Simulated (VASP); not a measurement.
Output of a VASP run:

OSZICAR:
```
       N       E                     dE             d eps       ncg     rms          rms(c)
DAV:   1     0.876586715995E+02    0.87659E+02   -0.95036E+03   528   0.186E+03
DAV:   2     0.262992180157E+01   -0.85029E+02   -0.82700E+02   550   0.329E+02
DAV:   3    -0.363372869035E+01   -0.62637E+01   -0.62278E+01   660   0.756E+01
DAV:   4    -0.374379321972E+01   -0.11006E+00   -0.11002E+00   594   0.112E+01
DAV:   5    -0.374584536232E+01   -0.20521E-02   -0.20520E-02   663   0.126E+00    0.288E+00
DAV:   6    -0.359624887962E+01    0.14960E+00   -0.25055E-01   809   0.101E+01    0.172E+00
DAV:   7    -0.356919909656E+01    0.27050E-01   -0.70463E-02   712   0.239E+00    0.524E-01
DAV:   8    -0.356892956164E+01    0.26953E-03   -0.94309E-03   585   0.133E+00    0.949E-02
DAV:   9    -0.356925997890E+01   -0.33042E-03   -0.89518E-04   603   0.388E-01    0.495E-02
DAV:  10    -0.356930856101E+01   -0.48582E-04   -0.62757E-05   626   0.888E-02    0.281E-02
DAV:  11    -0.356934597219E+01   -0.37411E-04   -0.52457E-05   550   0.652E-02    0.221E-03
DAV:  12    -0.356934637356E+01   -0.40137E-06   -0.11067E-06   485   0.169E-02
   1 F= -.35693464E+01 E0= -.35693464E+01  d E =-.356935E+01
       N       E                     dE             d eps       ncg     rms          rms(c)
DAV:   1    -0.364603012869E+01   -0.76684E-01   -0.10362E+00   675   0.213E+01    0.156E+00
DAV:   2    -0.358790767900E+01    0.58122E-01   -0.10245E-01   635   0.720E+00    0.728E-01
DAV:   3    -0.357279679793E+01    0.15111E-01   -0.20789E-02   685   0.295E+00    0.147E-01
DAV:   4    -0.357148949935E+01    0.13073E-02   -0.17841E-03   623   0.707E-01    0.535E-02
DAV:   5    -0.357130355095E+01    0.18595E-03   -0.12178E-04   650   0.166E-01    0.143E-02
DAV:   6    -0.357129794717E+01    0.56038E-05   -0.16185E-05   635   0.733E-02    0.735E-03
DAV:   7    -0.357129857692E+01   -0.62974E-06   -0.29988E-06   600   0.346E-02
   2 F= -.35712986E+01 E0= -.35712986E+01  d E =-.195220E-02
       N       E                     dE             d eps       ncg     rms          rms(c)
DAV:   1    -0.357832220080E+01   -0.70243E-02   -0.89164E-02   670   0.601E+00    0.469E-01
DAV:   2    -0.357314430394E+01    0.51779E-02   -0.97212E-03   640   0.239E+00    0.214E-01
DAV:   3    -0.357185460217E+01    0.12897E-02   -0.15989E-03   685   0.815E-01    0.477E-02
DAV:   4    -0.357173549660E+01    0.11911E-03   -0.14385E-04   588   0.184E-01    0.160E-02
DAV:   5    -0.357171870137E+01    0.16795E-04   -0.10720E-05   645   0.496E-02    0.388E-03
DAV:   6    -0.357171835983E+01    0.34154E-06   -0.70669E-07   265   0.134E-02
   3 F= -.35717184E+01 E0= -.35717184E+01  d E =-.237199E-02
```

OUTCAR:
```
------------------------ aborting loop because EDIFF is reached ----------------------------------------
  FORCE on cell =-STRESS in cart. coord.  units (eV):
  Direction    XX          YY          ZZ          XY          YZ          ZX
  --------------------------------------------------------------------------------------
  Total        0.0118939      0.0118939      0.0118939      0.0000000      0.0000000     -0.0000000
  in kB        0.4160719      0.4160719      0.4160719      0.0000000      0.0000000     -0.0000000
  external PRESSURE =       0.4160719 kB  Pullay stress =       0.0000000 kB
  volume of cell :       45.80
      direct lattice vectors                 reciprocal lattice vectors
     0.000000000  2.839739241  2.839739241    -0.176072504  0.176072504  0.176072504
     2.839739241 -0.000000000  2.839739241     0.176072504 -0.176072504  0.176072504
     2.839739241  2.839739241 -0.000000000     0.176072504  0.176072504 -0.176072504
  FREE ENERGIE OF THE ION-ELECTRON SYSTEM (eV)
  ---------------------------------------------------
  free  energy   TOTEN  =        -3.5717183598 eV

  energy  without entropy=       -3.5717183587  energy(sigma->0) =       -3.57171836

 reached required accuracy - stopping structural energy minimisation
```
(Selected blocks of OUTCAR.)

**POSCAR**
```
GaAs
1
    0.0000000000     2.8250000000     2.8250000000
    2.8250000000     0.0000000000     2.8250000000
    2.8250000000     2.8250000000     0.0000000000
Ga As
1 1
Direct
  0.0000000000   0.0000000000   0.0000000000
  0.2500000000   0.2500000000   0.2500000000
```

### Question
Write an INCAR and KPOINTS that could have produced this output.

### Answer
One answer among several that fit: the input of the run itself, vdW-DF-cx, plane waves, VASP's PBE PAW potentials (set 64).

### INCAR
```
SYSTEM = GaAs
PREC = Accurate
ENCUT = 520
EDIFF = 1E-6
NELM = 100
ALGO = Normal
LREAL = .FALSE.
LASPH = .TRUE.
ISMEAR = 0
SIGMA = 0.05
GGA = CX
LUSE_VDW = .TRUE.
AGGAC = 0.0
LMAXMIX = 4
LWAVE = .FALSE.
LCHARG = .FALSE.
IBRION = 2
ISIF = 3
NSW = 60
EDIFFG = -0.01
```

**KPOINTS**
```
Regular mesh
0
G
 7 7 7
```

POTCAR, in this order: Ga_d As (PBE.64 set). Program: vasp_std.

The compound is GaAs in the zinc blende structure. This run relaxes it. Symmetry was kept, so distortions that lower it aren't found.
